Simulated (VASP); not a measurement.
Data:

```cif
data_CdSe
_chemical_formula_sum 'Cd1 Se1'
_space_group_name_H-M_alt 'P 1'
_space_group_IT_number 1
_cell_length_a 4.33345
_cell_length_b 4.33345
_cell_length_c 4.33345
_cell_angle_alpha 60.000
_cell_angle_beta 60.000
_cell_angle_gamma 60.000
loop_
_space_group_symop_operation_xyz
  'x, y, z'
loop_
_atom_site_label
_atom_site_type_symbol
_atom_site_fract_x
_atom_site_fract_y
_atom_site_fract_z
_atom_site_occupancy
Cd1 Cd 0.00000 0.00000 0.00000 1
Se1 Se 0.25000 0.25000 0.25000 1
```

All values below come from MS2 meta-GGA, VASP's PBE PAW potentials (set 64) (plane waves; VASP). Numerical set-up: 520 eV cut-off, 8×8×8 Γ-centred mesh, Gaussian smearing of 0.050 eV, potentials Cd Se.

### Question
Give the energy at these volumes per atom, relative to the lowest: 27.03, 27.89, 28.76, 29.62, 30.48 Å³.

### Answer
18.7, 4.5, 0.0, 3.7, 14.4 meV/atom. A third-order Birch-Murnaghan fit gives B0 = 50.6 GPa and B0′ = 4.6.

Measured: a 6.077 Å (computed value off by +0.8 %), as given by arXiv:1206.3780. The calculation is for a static lattice, while the measured a holds thermal and zero-point effects, which are part of the difference.

The compound is CdSe in the zinc blende structure, whereas wurtzite is the usual form. It was relaxed first.
